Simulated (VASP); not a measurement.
An input for Quantum ESPRESSO's pw.x (written as the equivalent of a VASP run, and not itself run):

```
&CONTROL
  calculation = 'vc-relax'
  pseudo_dir = './pseudo'
  outdir = './out'
  tprnfor = .true.
  tstress = .true.
  nstep = 60
  forc_conv_thr = 0.00039
/
&SYSTEM
  ibrav = 0
  nat = 2
  ntyp = 1
  ecutwfc = 72
  occupations = 'smearing'
  smearing = 'methfessel-paxton'
  degauss = 0.00735
  input_dft = 'pz'
/
&ELECTRONS
  conv_thr = 7.3e-08
  electron_maxstep = 100
/
&IONS
/
&CELL
/
ATOMIC_SPECIES
  Sn 118.710 Sn.upf
CELL_PARAMETERS angstrom
     0.0000000    3.2849850    3.2849850
     3.2849850    0.0000000    3.2849850
     3.2849850    3.2849850    0.0000000
ATOMIC_POSITIONS crystal
  Sn   0.0000000  0.0000000  0.0000000
  Sn   0.2500000  0.2500000  0.2500000
K_POINTS automatic
  9 9 9 0 0 0
```

### Question
Write the VASP files for the same calculation (LDA).

### Answer
Several could match; the one computed here: 
KPOINTS:
```
Automatic mesh
0
Gamma
9 9 9
0 0 0
```

**POSCAR**
```
Sn
1
    0.0000000000     3.2849850000     3.2849850000
    3.2849850000     0.0000000000     3.2849850000
    3.2849850000     3.2849850000     0.0000000000
Sn
2
Direct
  0.0000000000   0.0000000000   0.0000000000
  0.2500000000   0.2500000000   0.2500000000
```

INCAR:
```
# general
SYSTEM  = Sn
PREC    = Accurate
ENCUT   = 400
LREAL   = .False.
LASPH   = .True.

# electronic loop
EDIFF   = 1E-6
NELM    = 100
ALGO    = Normal
LMAXMIX = 4

# smearing
ISMEAR  = 1
SIGMA   = 0.1

# ions
IBRION  = 2
NSW     = 60
ISIF    = 3
EDIFFG  = -0.01

# output
LWAVE   = .False.
LCHARG  = .False.
```

POTCAR, in this order: Sn_d (LDA.64 set). Program: vasp_std.

Limits of the translation: the potentials are each code's own (VASP's PAW set, PseudoDojo norm-conserving files in pw.x), so ENCUT and ecutwfc are chosen apart and not converted; conv_thr bounds pw.x's estimated SCF error, while EDIFF bounds the energy change between steps; forc_conv_thr acts on force components and is met together with etot_conv_thr.

The structure comes from a computed database's Sn entry (Fd-3m); how it stands against other phases isn't given here. This run relaxes it. Symmetry was kept, so distortions that lower it aren't found.
